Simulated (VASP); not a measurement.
These are vdW-DF-cx, VASP's PBE PAW potentials (set 64) (plane waves; VASP) values and carry that method's errors.

VASP ran on this input.

**POSCAR**
```
Be
1
    1.1433234229    -1.9802940840     0.0000000000
    1.1433234229     1.9802940840    -0.0000000000
    0.0000000000     0.0000000000     3.5824902893
Be
2
Direct
  0.3333330000   0.6666670000   0.2500000000
  0.6666670000   0.3333330000   0.7500000000
```

### INCAR
```
AGGAC = 0.0
ALGO = Normal
EDIFF = 1E-7
ENCUT = 520
GGA = CX
ISIF = 2
ISMEAR = -5
LASPH = .True.
LCHARG = .True.
LORBIT = 11
LREAL = .False.
LUSE_VDW = .True.
LWAVE = .False.
NEDOS = 601
NELM = 100
PREC = Accurate
SYSTEM = Be
```

KPOINTS:
```
Regular mesh
0
gamma
20 20 11
0 0 0
```

POTCAR, in this order: Be (PBE.64 set). Program: vasp_std.

Q: Estimate the energy per atom (σ→0), band gap (on the k-mesh).

A: 
* **energy per atom (σ→0)**: -3.273 eV/atom
* **band gap (on the k-mesh)**: none (metal, semimetal or under 0.01 eV)

OSZICAR:
```
...
DAV:   4    -0.653756739717E+01   -0.29551E-04   -0.29677E-04  4560   0.135E-01
DAV:   5    -0.653756741793E+01   -0.20761E-07   -0.21034E-07  4194   0.207E-03    0.123E+00
DAV:   6    -0.653908368447E+01   -0.15163E-02   -0.70309E-04  3702   0.442E-01    0.751E-01
DAV:   7    -0.654524814913E+01   -0.61645E-02   -0.19784E-03  3498   0.508E-01    0.294E-02
DAV:   8    -0.654525343003E+01   -0.52809E-05   -0.36802E-06  5370   0.199E-02    0.174E-02
DAV:   9    -0.654525754711E+01   -0.41171E-05   -0.20752E-06  3546   0.165E-02    0.663E-04
DAV:  10    -0.654525756258E+01   -0.15465E-07   -0.60816E-09  2832   0.827E-04
   1 F= -.65452576E+01 E0= -.65452576E+01  d E =0.000000E+00
```

The compound is Be in the hcp structure. It was relaxed first.
